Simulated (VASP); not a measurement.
Wanted: the native input for a VASP 6.6.1 run.

```yaml
Task: electron localisation function
Functional: rSCAN
Potentials_or_basis: VASP PAW PBE potentials, release 64 (Bi_d_GW, Cl_GW, O_GW)
Cutoff: 600 eV
k_mesh: 5 × 5 × 5
Occupations: fermi-dirac, width 0.05 eV
Spin: no spin polarisation
Further_INCAR_settings: ALGO = Normal; EDIFF = 1e-06
```

The structure of BiCl3O lies in POSCAR:

```
BiCl3O
1.0
    5.3986900000      0.0000000000      0.0000000000
    0.0000000000      5.3986900000      0.0000000000
    0.0000000000      0.0000000000      5.3986900000
Bi Cl O
1 3 1
Direct
    0.5000000000      0.5000000000      0.5000000000
    0.0000000000      0.5000000000      0.5000000000
    0.5000000000      0.0000000000      0.5000000000
    0.5000000000      0.5000000000      0.0000000000
    0.0000000000      0.0000000000      0.0000000000
```

The cell was built by a generator and needn't be a form met in nature.

These files were run (other wordings do the same):

INCAR

```
SYSTEM = BiCl3O
PREC     = Accurate       ! precision mode
ENCUT    = 600            ! plane-wave cutoff, eV
EDIFF    = 1E-6           ! SCF threshold, eV
ISMEAR   = -1             ! smearing method
SIGMA    = 0.05           ! smearing width, eV
LREAL    = .FALSE.        ! projectors in reciprocal space
LASPH    = .TRUE.         ! aspherical terms in the spheres
NELM     = 60             ! most SCF steps
ALGO     = Normal         ! electronic algorithm
ISIF     = 2              ! what is computed and relaxed
LWAVE    = .FALSE.        ! write WAVECAR
LCHARG   = .TRUE.         ! write CHGCAR
METAGGA  = RSCAN          ! meta-GGA
LMIXTAU  = .TRUE.       
LELF     = .TRUE.         ! ELF
```

KPOINTS

```
regular mesh
0
G
  5 5 5
  0 0 0
```

Potentials or basis: VASP PAW PBE potentials, release 64 (Bi_d_GW, Cl_GW, O_GW).

Run with:

```sh
$ cat potpaw_PBE.64/Bi_d_GW/POTCAR potpaw_PBE.64/Cl_GW/POTCAR potpaw_PBE.64/O_GW/POTCAR > POTCAR
$ mpirun -np 1 vasp_std > vasp.out
```

It gave:

| Quantity | Value |
| --- | --- |
| Pressure | -1.2 GPa |
| Band gap on the k mesh | none (metal or under the smearing width) |

Caveat: the PAW data sets were made with another functional, which shifts forces and pressure a little; spin-orbit coupling is left out, which moves the levels of the heavy elements.

Wall time 4.9 min on 1 thread of AMD EPYC 9R14 (Zen 4) (shared host), peak memory 0.37 GiB.
